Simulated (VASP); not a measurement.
# SrO: exact exchange and RPA correlation, part 5 of 6

How do semilocal functionals compare with the RPA for SrO, and at what cost? The scan starts from a database cell scaled to its smallest volume. The cell is of the rock-salt type. The start is a cell from a database of measured crystal structures.

VASP 6.6.1, plane waves and PAW; the level of theory is named at each step.

So far. Step 24 (Exact exchange, volume ratio 1.03): The Hartree-Fock energy on these orbitals is -14.9367 eV an atom. Step 25 (Empty bands, volume ratio 1.03): WAVECAR now holds 784 bands for 16 electrons.

The database entry behind the starting cell differs from other determinations of this structure, so it need not match the best structure at room temperature.

**26. RPA correlation, volume ratio 1.03**

This step: RPA correlation on PBE orbitals; plane waves and PAW (Sr_sv_GW, O_GW) (VASP 6.6.1).

RPA correlation at this point.

File INCAR:

```
SYSTEM = SrO
PREC = Accurate
ENCUT = 460
ISMEAR = 0
SIGMA = 0.05
LREAL = .FALSE.
GGA = PE
NBANDS = 784
ALGO = ACFDT
ENCUTGW = 200
NOMEGA = 12
PRECFOCK = Fast
LWAVE = .FALSE.
LCHARG = .FALSE.
```

File POSCAR:

```
SrO
1.0
    0.0000000000      2.5917105635      2.5917105635
    2.5917105635      0.0000000000      2.5917105635
    2.5917105635      2.5917105635      0.0000000000
Sr O
1 1
Direct
    0.5000000000      0.5000000000      0.5000000000
    0.0000000000      0.0000000000      0.0000000000
```

File KPOINTS:

```
Automatic mesh
0
Gamma
4 4 4
0 0 0
```

Potentials, in the order of the species: Sr_sv_GW and O_GW (PBE family, release 64).

The run is started by

```
> mpirun -np 8 vasp_std
```

The log of the run:

```text
[banner, memory and clock lines left out]
running    8 mpi-ranks, on    1 nodes
[...]
[... a notice as in an earlier step ...]

 LDA part: xc-table for (Slater+PW92), standard interpolation
 found WAVECAR, reading the header
 POSCAR, INCAR and KPOINTS ok, starting setup
[...]
reading WAVECAR
 the WAVECAR file was read successfully
 initial charge from wavefunction
 available memory per node:     94.48 GB, setting MAXMEM to     96747

 The Fermi energy was updated, please check that it is located mid-gap
 values below the HOMO (VB) or above the LUMO (CB) will cause erroneous energies
 E-fermi :   4.6980

 the WAVEDER file was read successfully
 set NWRITE>2 for more details about minimax calculation
 number of imaginary grid points requested:      12
 number of distinct grids requested:  1
 quadrature errors minimized for energies in [ 0.332E+01, 0.481E+03 ]
 bosonic grid (T=0, re) determined with error: 0.6892E-08
 bosonic grid (re): 0.6892E-08
[...]
NQ=   2    0.2500    0.0000    0.0000,
|.........|.........|.........|.........
 performed       9478000 updates of chi_q(r,r)
 total number of BLAS operations       3873.74 Gflops
NQ=   3    0.5000    0.0000    0.0000,
|.........|.........|.........|.........
 performed      14217000 updates of chi_q(r,r)
 total number of BLAS operations       5844.69 Gflops
NQ=   4    0.2500    0.2500    0.0000,
|.........|.........|.........|.........
 performed      18956000 updates of chi_q(r,r)
 total number of BLAS operations       7646.55 Gflops
NQ=   5    0.5000    0.2500    0.0000,
|.........|.........|.........|.........
 performed      23695000 updates of chi_q(r,r)
 total number of BLAS operations       9583.07 Gflops
NQ=   6   -0.2500    0.2500    0.0000,
|.........|.........|.........|.........
 performed      28434000 updates of chi_q(r,r)
 total number of BLAS operations      11451.66 Gflops
NQ=   7    0.5000    0.5000    0.0000,
|.........|.........|.........|.........
 performed      33173000 updates of chi_q(r,r)
 total number of BLAS operations      13320.24 Gflops
NQ=   8   -0.2500    0.5000    0.2500,
|.........|.........|.........|.........
 performed      37912000 updates of chi_q(r,r)
 total number of BLAS operations      15222.65 Gflops
 entering main loop
```

The job ended after 1.7 min (8 MPI ranks of AMD EPYC 7R43, shared host; peak memory 1.6 GiB; 14 min of CPU time).

Parts of OUTCAR (step 26):

```text
      cutoff energy     smooth cutoff   RPA   correlation   Hartree contr. to MP2
---------------------------------------------------------------------------------
            200.000           160.000      -21.2534006508      -32.7988672695
            190.476           152.381      -20.9356147343      -32.4038625870
            181.406           145.125      -20.6100289262      -31.9942954916
            172.768           138.214      -20.2750093502      -31.5675416044
            164.541           131.632      -19.9269799653      -31.1186025847
            156.705           125.364      -19.5744456505      -30.6580362283
            149.243           119.394      -19.2126475338      -30.1785282417
            142.136           113.709      -18.8416801405      -29.6799321639
  linear regression

[... 2 parts as in an earlier step ...]

[... 2 further parts left out ...]
[key lines of the parts left out:]
E-fermi :   4.6980
```

The correlation energy is -12.400 eV an atom, +9 meV against the point before. With exact exchange the total is -27.3363 eV an atom.

**27. Comparison: r2SCAN, volume ratio 1.03**

This step: r2SCAN; plane waves and PAW (Sr_sv_GW, O_GW) (VASP 6.6.1).

The comparison at this point.

File INCAR:

```
SYSTEM = SrO
PREC = Accurate
ENCUT = 460
EDIFF = 1E-06
NELM = 100
ISMEAR = 0
SIGMA = 0.05
LREAL = .FALSE.
ALGO = Normal
METAGGA = R2SCAN
LASPH = .TRUE.
NBANDS = 14
LWAVE = .FALSE.
LCHARG = .FALSE.
KPAR = 8
```

POSCAR is that of step 26.

KPOINTS is that of step 26.

The run is started by

```
> mpirun -np 8 vasp_std
```

The log of the run:

```text
[... set-up lines as in an earlier step ...]
 entering main loop
       N       E                     dE             d eps       ncg     rms          rms(c)
DAV:   1     0.821185E+02    0.82118E+02   -0.76602E+03   224   0.999E+02
DAV:   2    -0.375166E+02   -0.11964E+03   -0.10536E+03   308   0.312E+02
DAV:   3    -0.427287E+02   -0.52121E+01   -0.51741E+01   314   0.559E+01
DAV:   4    -0.428040E+02   -0.75361E-01   -0.75358E-01   274   0.662E+00
[...]
DAV:  14    -0.318083E+02    0.14344E-03   -0.22967E-04   342   0.180E-01    0.333E-02
DAV:  15    -0.318083E+02    0.10458E-04   -0.25357E-05   304   0.585E-02    0.191E-02
DAV:  16    -0.318083E+02    0.30997E-06   -0.31481E-06   224   0.200E-02
   1 F= -.31808276E+02 E0= -.31808276E+02  d E =-.353018E-13
```

The job ended after 15 s (8 MPI ranks; peak memory 1.1 GiB; 1.9 min of CPU time).

OUTCAR, selected parts (step 27):

```text
  Total       -0.5055977     -0.5055977     -0.5055977      0.0000000      0.0000000     -0.0000000
  in kB      -23.2662397    -23.2662397    -23.2662397      0.0000000      0.0000000     -0.0000000
  external PRESSURE =     -23.2662397 kB  Pullay stress =       0.0000000 kB

 POSITION                                       TOTAL-FORCE (eV/Angst)
 -----------------------------------------------------------------------------------
      2.59171      2.59171      2.59171         0.000000      0.000000      0.000000
      0.00000      0.00000      0.00000        -0.000000     -0.000000     -0.000000
 -----------------------------------------------------------------------------------
    total drift:                                0.000000      0.000000      0.000000

  FREE ENERGIE OF THE ION-ELECTRON SYSTEM (eV)
  ---------------------------------------------------
  free  energy   TOTEN  =       -31.8082760990 eV

  energy  without entropy=      -31.8082760990  energy(sigma->0) =      -31.80827610

[... 2 parts as in an earlier step ...]

[... 1 further part left out ...]
[key lines of the parts left out:]
E-fermi :   2.9522
```

Its energy is -15.9041 eV an atom, on a zero of its own.

**28. Orbitals for comparison: HSE06, volume ratio 1.03**

This step: PBE; plane waves and PAW (Sr_sv_GW, O_GW) (VASP 6.6.1).

Starting orbitals, as before.

File INCAR:

```
SYSTEM = SrO
PREC = Accurate
ENCUT = 460
EDIFF = 1E-05
NELM = 100
ISMEAR = 0
SIGMA = 0.05
LREAL = .FALSE.
ALGO = Normal
GGA = PE
NBANDS = 14
LORBIT = 11
LWAVE = .TRUE.
LCHARG = .FALSE.
KPAR = 8
```

POSCAR is that of step 27.

KPOINTS is that of step 27.

The run is started by

```
> mpirun -np 8 vasp_std
```

The log of the run:

```text
[... set-up lines as in an earlier step ...]
 entering main loop
       N       E                     dE             d eps       ncg     rms          rms(c)
[... 12 cycles as in an earlier step ...]
DAV:  13    -0.168109E+02    0.14450E-05   -0.11608E-05   186   0.357E-02
   1 F= -.16810892E+02 E0= -.16810892E+02  d E =-.287488E-14
 writing wavefunctions
```

The job ended after 3.2 s (8 MPI ranks; peak memory 1.1 GiB; 20 s of CPU time).

OUTCAR, selected parts (step 28):

```text
  Total       -0.0749041     -0.0749041     -0.0749041      0.0000000      0.0000000     -0.0000000
  in kB       -3.4468859     -3.4468859     -3.4468859      0.0000000      0.0000000     -0.0000000
  external PRESSURE =      -3.4468859 kB  Pullay stress =       0.0000000 kB

 POSITION                                       TOTAL-FORCE (eV/Angst)
 -----------------------------------------------------------------------------------
      2.59171      2.59171      2.59171        -0.000000      0.000000      0.000000
      0.00000      0.00000      0.00000         0.000000     -0.000000     -0.000000
 -----------------------------------------------------------------------------------
    total drift:                                0.000000      0.000000      0.000000

  FREE ENERGIE OF THE ION-ELECTRON SYSTEM (eV)
  ---------------------------------------------------
  free  energy   TOTEN  =       -16.8108918896 eV

  energy  without entropy=      -16.8108918896  energy(sigma->0) =      -16.81089189

[... 2 parts as in an earlier step ...]

[... 1 further part left out ...]
[key lines of the parts left out:]
E-fermi :   3.2982
```

The run ends at a pressure of -0.34 GPa.

**29. Comparison: HSE06, volume ratio 1.03**

This step: HSE06; plane waves and PAW (Sr_sv_GW, O_GW) (VASP 6.6.1).

The comparison at this point.

File INCAR:

```
SYSTEM = SrO
PREC = Accurate
ENCUT = 460
EDIFF = 1E-06
NELM = 100
ISMEAR = 0
SIGMA = 0.05
LREAL = .FALSE.
ALGO = Normal
LHFCALC = .TRUE.
AEXX = 0.25
GGA = PE
HFSCREEN = 0.2
LASPH = .TRUE.
NBANDS = 14
PRECFOCK = Fast
LWAVE = .FALSE.
LCHARG = .FALSE.
KPAR = 8
```

POSCAR is that of step 28.

KPOINTS is that of step 28.

The WAVECAR or CHGCAR of an earlier step is read.

The run is started by

```
> mpirun -np 8 vasp_std
```

The log of the run:

```text
[... set-up lines as in an earlier step ...]
 entering main loop
       N       E                     dE             d eps       ncg     rms          rms(c)
DAV:   1    -0.195250E+02   -0.19525E+02   -0.23843E-01   224   0.736E+00    0.168E+00
DAV:   2    -0.195212E+02    0.38231E-02   -0.17968E-02   318   0.176E+00    0.498E-01
DAV:   3    -0.195206E+02    0.64945E-03   -0.31220E-03   266   0.479E-01    0.297E-01
DAV:   4    -0.195200E+02    0.56635E-03   -0.58880E-04   260   0.363E-01    0.145E-01
DAV:   5    -0.195199E+02    0.13200E-03   -0.24324E-04   272   0.202E-01    0.860E-02
DAV:   6    -0.195198E+02    0.47045E-04   -0.18080E-05   236   0.619E-02    0.519E-02
DAV:   7    -0.195198E+02    0.12204E-04   -0.95148E-06   304   0.351E-02    0.272E-02
DAV:   8    -0.195198E+02    0.30227E-05   -0.30330E-06   266   0.267E-02    0.158E-02
DAV:   9    -0.195198E+02    0.58713E-06   -0.10385E-06   160   0.162E-02
   1 F= -.19519798E+02 E0= -.19519798E+02  d E =-.342577E-12
```

Wall time 24 s (8 MPI ranks); peak memory 1.7 GiB.

OUTCAR, selected parts (step 29):

```text
  FREE ENERGIE OF THE ION-ELECTRON SYSTEM (eV)
  ---------------------------------------------------
  free  energy   TOTEN  =       -19.5197984697 eV

  energy  without entropy=      -19.5197984697  energy(sigma->0) =      -19.51979847

[... 3 parts as in an earlier step ...]

[... 1 further part left out ...]
[key lines of the parts left out:]
E-fermi :   2.1921
```

Its energy is -9.7599 eV an atom, on a zero of its own.

**30. Orbitals, volume ratio 1.06**

This step: PBE; plane waves and PAW (Sr_sv_GW, O_GW) (VASP 6.6.1).

The same chain follows at a volume ratio of 1.06.

File INCAR:

```
SYSTEM = SrO
PREC = Accurate
ENCUT = 460
EDIFF = 1E-08
NELM = 100
ISMEAR = 0
SIGMA = 0.05
LREAL = .FALSE.
ALGO = Normal
GGA = PE
NBANDS = 14
LORBIT = 11
LWAVE = .TRUE.
LCHARG = .FALSE.
KPAR = 8
```

File POSCAR:

```
SrO
1.0
    0.0000000000      2.6166323862      2.6166323862
    2.6166323862      0.0000000000      2.6166323862
    2.6166323862      2.6166323862      0.0000000000
Sr O
1 1
Direct
    0.5000000000      0.5000000000      0.5000000000
    0.0000000000      0.0000000000      0.0000000000
```

KPOINTS is that of step 29.

The run is started by

```
> mpirun -np 8 vasp_std
```

The log of the run:

```text
[... set-up lines as in an earlier step ...]
 entering main loop
       N       E                     dE             d eps       ncg     rms          rms(c)
DAV:   1     0.891088E+02    0.89109E+02   -0.70889E+03   232   0.947E+02
DAV:   2    -0.161209E+02   -0.10523E+03   -0.92158E+02   312   0.292E+02
DAV:   3    -0.204859E+02   -0.43650E+01   -0.43401E+01   314   0.520E+01
DAV:   4    -0.205407E+02   -0.54759E-01   -0.54739E-01   288   0.516E+00
[...]
DAV:  17    -0.168085E+02   -0.40103E-07   -0.30031E-09   136   0.491E-04    0.820E-04
DAV:  18    -0.168085E+02   -0.29771E-07   -0.49449E-10   112   0.237E-04    0.301E-04
DAV:  19    -0.168085E+02    0.87721E-09   -0.10285E-10   112   0.125E-04
   1 F= -.16808452E+02 E0= -.16808452E+02  d E =-.688587E-19
 writing wavefunctions
```

Elapsed: 4.2 s, on 8 MPI ranks; peak memory 1.1 GiB.

OUTCAR, selected parts (step 30):

```text
  Total       -0.5961159     -0.5961159     -0.5961159      0.0000000      0.0000000      0.0000000
  in kB      -26.6552738    -26.6552738    -26.6552738      0.0000000      0.0000000      0.0000000
  external PRESSURE =     -26.6552738 kB  Pullay stress =       0.0000000 kB

 POSITION                                       TOTAL-FORCE (eV/Angst)
 -----------------------------------------------------------------------------------
      2.61663      2.61663      2.61663        -0.000000     -0.000000     -0.000000
      0.00000      0.00000      0.00000         0.000000      0.000000      0.000000
 -----------------------------------------------------------------------------------
    total drift:                                0.000000      0.000000      0.000000

  FREE ENERGIE OF THE ION-ELECTRON SYSTEM (eV)
  ---------------------------------------------------
  free  energy   TOTEN  =       -16.8084521014 eV

  energy  without entropy=      -16.8084521014  energy(sigma->0) =      -16.80845210

[... 1 part as in an earlier step ...]

[... 2 further parts left out ...]
[key lines of the parts left out:]
E-fermi :   3.1740
```

The run ends at a pressure of -2.67 GPa.

**31. Exact exchange, volume ratio 1.06**

This step: Hartree-Fock energy on PBE orbitals; plane waves and PAW (Sr_sv_GW, O_GW) (VASP 6.6.1).

Exact exchange at this point.

File INCAR:

```
SYSTEM = SrO
PREC = Accurate
ENCUT = 460
ISMEAR = 0
SIGMA = 0.05
LREAL = .FALSE.
GGA = PE
NBANDS = 14
ALGO = Eigenval
NELM = 1
LHFCALC = .TRUE.
AEXX = 1
ALDAC = 0
AGGAC = 0
PRECFOCK = Normal
LWAVE = .FALSE.
LCHARG = .FALSE.
```

POSCAR is that of step 30.

KPOINTS is that of step 30.

The run starts from files that an earlier step left in the folder.

The run is started by

```
> mpirun -np 8 vasp_std
```

The log of the run:

```text
[... set-up lines as in an earlier step ...]
 entering main loop
       N       E                     dE             d eps       ncg     rms          rms(c)
EIG:   1    -0.298746E+02   -0.29875E+02    0.00000E+00     0   0.000E+00
   1 F= -.29874642E+02 E0= -.29874642E+02  d E =-.231899E-49
```

The job ended after 6.6 s (8 MPI ranks; peak memory 0.71 GiB; 48 s of CPU time).

From OUTCAR (step 31):

```text
 POSITION                                       TOTAL-FORCE (eV/Angst)
 -----------------------------------------------------------------------------------
      2.61663      2.61663      2.61663        -0.000000      0.000000      0.000000
      0.00000      0.00000      0.00000         0.000000     -0.000000     -0.000000
 -----------------------------------------------------------------------------------
    total drift:                                0.000000      0.000000      0.000000

  FREE ENERGIE OF THE ION-ELECTRON SYSTEM (eV)
  ---------------------------------------------------
  free  energy   TOTEN  =       -29.8746415517 eV

  energy  without entropy=      -29.8746415517  energy(sigma->0) =      -29.87464155

[... 2 parts as in an earlier step ...]

[... 1 further part left out ...]
[key lines of the parts left out:]
E-fermi :   3.3867
```

The Hartree-Fock energy on these orbitals is -14.9373 eV an atom.

**32. Empty bands, volume ratio 1.06**

This step: PBE; plane waves and PAW (Sr_sv_GW, O_GW) (VASP 6.6.1).

The empty bands are made again, for the run that follows.

File INCAR:

```
SYSTEM = SrO
PREC = Accurate
ENCUT = 460
ISMEAR = 0
SIGMA = 0.05
LREAL = .FALSE.
GGA = PE
NBANDS = 816
ALGO = Exact
NELM = 1
LWAVE = .TRUE.
LCHARG = .FALSE.
LOPTICS = .TRUE.
NEDOS = 1000
CSHIFT = 0.1
```

POSCAR is that of step 31.

KPOINTS is that of step 31.

The run is started by

```
> mpirun -np 8 vasp_std
```

The log of the run:

```text
[banner, memory and clock lines left out]
running    8 mpi-ranks, on    1 nodes
[...]
[... a notice as in an earlier step ...]

 LDA part: xc-table for (Slater+PW92), standard interpolation
 found WAVECAR, reading the header
  number of bands has changed, file:    14 present:   816
  trying to continue reading WAVECAR, but it might fail
 POSCAR, INCAR and KPOINTS ok, starting setup
[...]
reading WAVECAR
 random initialization beyond band           14
 the WAVECAR file was read successfully
 initial charge from wavefunction
 entering main loop
       N       E                     dE             d eps       ncg     rms          rms(c)
DIA:   1    -0.168085E+02   -0.16808E+02    0.00000E+00     0   0.000E+00
   1 F= -.16808452E+02 E0= -.16808452E+02  d E =-.203631E-31
 writing wavefunctions
 optical routines
 imaginary and real dielectric function
 recalculating local potential from charge density
 direction            1
 direction            2
 direction            3
```

Elapsed: 5.8 s, on 8 MPI ranks; peak memory 0.86 GiB; 42 s of CPU time.

Parts of OUTCAR (step 32):

```text
  Total       -0.5961256     -0.5961256     -0.5961256     -0.0000000      0.0000000     -0.0000000
  in kB      -26.6557074    -26.6557074    -26.6557074     -0.0000000      0.0000000     -0.0000000
  external PRESSURE =     -26.6557074 kB  Pullay stress =       0.0000000 kB

 POSITION                                       TOTAL-FORCE (eV/Angst)
 -----------------------------------------------------------------------------------
      2.61663      2.61663      2.61663         0.000000      0.000000      0.000000
      0.00000      0.00000      0.00000         0.000000     -0.000000     -0.000000
 -----------------------------------------------------------------------------------
    total drift:                                0.000000      0.000000      0.000000

  FREE ENERGIE OF THE ION-ELECTRON SYSTEM (eV)
  ---------------------------------------------------
  free  energy   TOTEN  =       -16.8084521000 eV

  energy  without entropy=      -16.8084521000  energy(sigma->0) =      -16.80845210

[... 1 part as in an earlier step ...]

[... 2 further parts left out ...]
[key lines of the parts left out:]
E-fermi :   3.2751
```

WAVECAR now holds 816 bands for 16 electrons.

[end of part 5 of 6]

[Long decimals in the printed logs are rounded to 6 places.]

[Lines on the potential files, build, host, timing and source positions are cut from VASP's logs without a mark.]

[Logs are printed without paths, hosts, clocks, repeated set-up lines and the standing remarks that a program may print on its own settings, such as how far it seeks lower states.]

[Hosts, paths, dates, database ids (printed as entryN), source tags and the programs' standing remarks are cut or masked in the printed files.]

[Measured values are set beside computed ones only where the two were judged alike; some that the calculation misses by far are left out.]

[Pressures printed for these runs are not shown converged in the cutoff: they can be off by several GPa and have the wrong sign.]
